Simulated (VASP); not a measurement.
OSZICAR of a VASP run on MoIr3 (space group P6_3/mmc):

File OSZICAR:
```
       N       E                     dE             d eps       ncg     rms          rms(c)
DAV:   1     0.725604566684E+03    0.72560E+03   -0.30419E+04  1590   0.113E+03
DAV:   2    -0.383381987793E+02   -0.76394E+03   -0.73885E+03  1491   0.471E+02
DAV:   3    -0.887517149950E+02   -0.50414E+02   -0.47350E+02  1960   0.106E+02
DAV:   4    -0.910725664248E+02   -0.23209E+01   -0.22544E+01  1915   0.220E+01
DAV:   5    -0.911518113118E+02   -0.79245E-01   -0.78876E-01  1867   0.361E+00    0.438E+01
DAV:   6    -0.863823208898E+02    0.47695E+01   -0.97507E+00  1850   0.209E+01    0.152E+01
DAV:   7    -0.857546277116E+02    0.62769E+00   -0.46213E+00  1952   0.997E+00    0.435E+00
DAV:   8    -0.855200938959E+02    0.23453E+00   -0.90955E-01  2154   0.510E+00    0.232E+00
DAV:   9    -0.854792422402E+02    0.40852E-01   -0.45258E-02  1803   0.127E+00    0.526E-01
DAV:  10    -0.854764669162E+02    0.27753E-02   -0.39042E-03  2227   0.394E-01    0.992E-02
DAV:  11    -0.854763712878E+02    0.95628E-04   -0.16229E-04  1825   0.825E-02    0.302E-02
DAV:  12    -0.854763827685E+02   -0.11481E-04   -0.27311E-05  2154   0.250E-02    0.108E-02
DAV:  13    -0.854763839217E+02   -0.11533E-05   -0.31471E-06  1353   0.864E-03    0.310E-03
DAV:  14    -0.854763842805E+02   -0.35870E-06   -0.28870E-07  1136   0.384E-03
   1 F= -.85476384E+02 E0= -.85395248E+02  d E =-.162273E+00
```

Question: Which electronic solver shows in the log?

Answer: It is blocked Davidson (ALGO = Normal, or the opening steps of other solvers). The INCAR had ALGO = Normal.

Question: Can the final energy be trusted as converged?

Answer: Self-consistency was reached. It stopped with EDIFF = 1E-6, NELM = 100 (PBEsol GGA, plane waves, VASP's PBE PAW potentials (set 64)).

The structure comes from a measured MoIr3 entry of the Crystallography Open Database, whose conditions weren't checked. The cell was not relaxed at this level. The run is one of a series of settings (GGA = PS, POTCAR Ir Mo_sv (PBE.64 set) against the base run), some of them coarse on purpose.
